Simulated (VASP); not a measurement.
The cell holds one YN (rock salt) (110) slab, with vacuum along c, ions free to move until forces fall under 0.03 eV/Å, no reconstruction beyond this cell, dipole correction on. Ionisation potential and electron affinity count from the cell's own band edges, surface states included.

Input:

```
YN
1.0
    3.43334     0.00000     0.00000
    0.00000     4.85547     0.00000
    0.00000     0.00000    25.22461
Y N
6 6
Cartesian
  0.00000   0.00000   8.42314
  1.71667   2.42774   9.95064
  0.00000   0.00000  11.80279
  1.71667   2.42774  13.42182
  0.00000   0.00000  15.27398
  1.71667   2.42774  16.80148
  1.71667   0.00000   9.87809
  0.00000   2.42774   8.51769
  1.71667   0.00000  13.35890
  0.00000   2.42774  11.86572
  1.71667   0.00000  16.70693
  0.00000   2.42774  15.34653
```

The numbers are results of PBEsol GGA, VASP's PBE PAW potentials (set 64) (plane waves; VASP), not measurements. Settings: 450 eV cut-off, 6×4×1 Γ-centred mesh, Gaussian smearing of 0.050 eV, potentials Y_sv N.

Slab and bulk use different k-meshes, so the surface energy is good to a few per cent at best.

### Question
Predict its surface energy, ionisation potential, electron affinity.

### Answer

surface energy: 2.30 J/m²
ionisation potential: 2.89 eV
electron affinity: 2.36 eV

The cell is a thin slab with vacuum, built from YN (rock salt): (110) face.
